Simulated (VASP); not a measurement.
Level of theory: PBE GGA, VASP's PBE PAW potentials (set 64) (plane waves; VASP).

The input files of a VASP run:

File POSCAR:
```
KMgF3
1
    4.0443690776     0.0000000000     0.0000000000
    0.0000000000     4.0443690776    -0.0000000000
    0.0000000000     0.0000000000     4.0443690776
K Mg F
1 1 3
Direct
  0.0000000000   0.0000000000   0.0000000000
  0.5000000000   0.5000000000   0.5000000000
  0.5000000000   0.0000000000   0.5000000000
  0.0000000000   0.5000000000   0.5000000000
  0.5000000000   0.5000000000   0.0000000000
```

**KPOINTS**
```
kpoints
0
Gamma
 6 6 6
```

INCAR:
```
SYSTEM=KMgF3
EDIFF=1E-7
PREC=Accurate
LREAL=F
LEFG=T
ENCUT=520   # plane-wave cut-off (eV)
LWAVE=F
ISMEAR=-5   # tetrahedra, Bloechl
NEDOS=601
ALGO=Normal
LORBIT=11
GGA=PE   # PBE
LASPH=T
LCHARG=T
NELM=100   # most electronic steps
ISIF=2   # forces and stress, cell fixed
```

POTCAR, in this order: K_sv Mg F (PBE.64 set). Program: vasp_std.

What VASP printed:

File OUTCAR:
```
 ion  position               nearest neighbor table
   1  0.000  0.000  0.000-   2 3.50   2 3.50   2 3.50   2 3.50   2 3.50   2 3.50   2 3.50   2 3.50
  LATTYP: Found a simple cubic cell.
 ALAT       =     4.0443690776
 Subroutine PRICEL returns:
 Original cell was already a primitive cell.
 Subroutine GETGRP returns: Found 48 space group operations
The static configuration has the point symmetry O_h .
The dynamic configuration has the point symmetry O_h .
 Subroutine INISYM returns: Found 48 space group operations
 Subroutine IBZKPT returns following result:
 Found     20 irreducible k-points:

 Following reciprocal coordinates:
            Coordinates               Weight
  0.000000  0.000000  0.000000      1.000000
  0.166667  0.000000  0.000000      6.000000
  0.333333  0.000000  0.000000      6.000000
  0.500000  0.000000  0.000000      3.000000
  0.166667  0.166667  0.000000     12.000000
  0.333333  0.166667  0.000000     24.000000
  0.500000  0.166667  0.000000     12.000000
  0.333333  0.333333  0.000000     12.000000
  0.500000  0.333333  0.000000     12.000000
  0.500000  0.500000  0.000000      3.000000
...
```

**OSZICAR**
```
       N       E                     dE             d eps       ncg     rms          rms(c)
DAV:   1     0.246013586634E+03    0.24601E+03   -0.17657E+04   800   0.155E+03
DAV:   2    -0.154778121608E+02   -0.26149E+03   -0.25510E+03  1104   0.383E+02
DAV:   3    -0.262705453142E+02   -0.10793E+02   -0.10766E+02   952   0.774E+01
DAV:   4    -0.266683391457E+02   -0.39779E+00   -0.39726E+00  1416   0.118E+01
DAV:   5    -0.266694943226E+02   -0.11552E-02   -0.11551E-02   920   0.672E-01    0.896E+00
DAV:   6    -0.244598127586E+02    0.22097E+01   -0.96456E+00   888   0.225E+01    0.367E+00
DAV:   7    -0.244493664730E+02    0.10446E-01   -0.23218E-01  1044   0.332E+00    0.232E+00
DAV:   8    -0.244489660342E+02    0.40044E-03   -0.72192E-02   936   0.293E+00    0.273E-01
DAV:   9    -0.244489803517E+02   -0.14317E-04   -0.13002E-02  1012   0.829E-01    0.121E-01
DAV:  10    -0.244493096216E+02   -0.32927E-03   -0.11536E-03  1076   0.275E-01    0.641E-02
DAV:  11    -0.244493440340E+02   -0.34412E-04   -0.18895E-04   944   0.106E-01    0.279E-02
DAV:  12    -0.244493236220E+02    0.20412E-04   -0.10680E-04   944   0.709E-02    0.192E-03
DAV:  13    -0.244493239673E+02   -0.34529E-06   -0.19040E-06  1012   0.112E-02    0.892E-04
DAV:  14    -0.244493238505E+02    0.11679E-06   -0.19793E-07   740   0.341E-03    0.448E-04
DAV:  15    -0.244493238719E+02   -0.21363E-07   -0.13428E-08   620   0.107E-03
   1 F= -.24449324E+02 E0= -.24449324E+02  d E =0.000000E+00
```

File OUTCAR:
```
------------------------ aborting loop because EDIFF is reached ----------------------------------------
  FORCE on cell =-STRESS in cart. coord.  units (eV):
  Direction    XX          YY          ZZ          XY          YZ          ZX
  --------------------------------------------------------------------------------------
  Total        0.0307062      0.0307062      0.0307062     -0.0000000     -0.0000000      0.0000000
  in kB        0.7436759      0.7436759      0.7436759     -0.0000000     -0.0000000      0.0000000
  external PRESSURE =       0.7436759 kB  Pullay stress =       0.0000000 kB
  volume of cell :       66.15
      direct lattice vectors                 reciprocal lattice vectors
     4.044369078  0.000000000  0.000000000     0.247257355  0.000000000  0.000000000
     0.000000000  4.044369078  0.000000000     0.000000000  0.247257355  0.000000000
     0.000000000  0.000000000  4.044369078     0.000000000  0.000000000  0.247257355
 POSITION                                       TOTAL-FORCE (eV/Angst)
 -----------------------------------------------------------------------------------
      0.00000      0.00000      0.00000         0.000000      0.000000      0.000000
      2.02218      2.02218      2.02218         0.000000      0.000000      0.000000
      2.02218      0.00000      2.02218         0.000000      0.000000      0.000000
      0.00000      2.02218      2.02218         0.000000      0.000000      0.000000
      2.02218      2.02218      0.00000         0.000000      0.000000      0.000000
 -----------------------------------------------------------------------------------
    total drift:                                0.000000      0.000000     -0.000000
  FREE ENERGIE OF THE ION-ELECTRON SYSTEM (eV)
  ---------------------------------------------------
  free  energy   TOTEN  =       -24.4493238719 eV

  energy  without entropy=      -24.4493238719  energy(sigma->0) =      -24.44932387

 total charge

# of ion       s       p       d       tot
------------------------------------------
    1        1.955   5.591   0.025   7.571
    2        0.119   0.147   0.071   0.337
    3        1.730   4.400   0.000   6.130
    4        1.730   4.400   0.000   6.130
    5        1.730   4.400   0.000   6.130
--------------------------------------------------
tot          7.264  18.939   0.096  26.298

 Electric field gradients after diagonalization (V/A^2)
 (convention: |V_zz| > |V_xx| > |V_yy|)
----------------------------------------------------------------------
 ion       V_xx      V_yy      V_zz     asymmetry (V_yy - V_xx)/ V_zz
----------------------------------------------------------------------
   1       0.000     0.000     0.000      -0.010
   2      -0.000    -0.000    -0.000      -0.086
   3     -24.596   -24.596    49.192       0.000
   4     -24.596   -24.596    49.192       0.000
   5     -24.596   -24.596    49.192       0.000
```
(Selected blocks of OUTCAR.)

### OUTCAR
```
 val. band max:       -1.8157682937   @ k =   0.5000   0.5000   0.5000

 cond. band min:       5.1657124357   @ k =   0.0000   0.0000   0.0000


 Fermi energy:        -1.7857584822

 k-point     1 :       0.0000    0.0000    0.0000
  band No.  band energies     occupation
      1     -27.5605      2.00000
      2     -21.8224      2.00000
      3     -21.2241      2.00000
      4     -21.2241      2.00000
      5     -11.0467      2.00000
      6     -11.0467      2.00000
      7     -11.0467      2.00000
      8      -4.1452      2.00000
      9      -4.1452      2.00000
     10      -4.1452      2.00000
     11      -2.3982      2.00000
     12      -2.3982      2.00000
     13      -2.3982      2.00000
     14      -2.1372      2.00000
     15      -2.1372      2.00000
     16      -2.1372      2.00000
     17       5.1657      0.00000
     18       8.2031      0.00000
     19       8.2031      0.00000
     20      10.3072      0.00000

 k-point     2 :       0.1667    0.0000    0.0000
  band No.  band energies     occupation
      1     -27.5550      2.00000
      2     -21.7928      2.00000
      3     -21.2581      2.00000
      4     -21.2227      2.00000
      5     -11.0459      2.00000
      6     -11.0354      2.00000
      7     -11.0354      2.00000
      8      -4.1232      2.00000
      9      -4.1125      2.00000
     10      -4.1125      2.00000
     11      -2.4556      2.00000
     12      -2.4505      2.00000
     13      -2.4505      2.00000
     14      -2.3801      2.00000
     15      -2.1855      2.00000
     16      -2.1855      2.00000
     17       5.6342      0.00000
     18       8.4345      0.00000
     19       8.4633      0.00000
     20      10.4273      0.00000

 k-point     3 :       0.3333    0.0000    0.0000
  band No.  band energies     occupation
      1     -27.5441      2.00000
      2     -21.7220      2.00000
      3     -21.3384      2.00000
      4     -21.2186      2.00000
      5     -11.0443      2.00000
...
```

The compound is KMgF3 in the cubic perovskite structure. It was relaxed first.
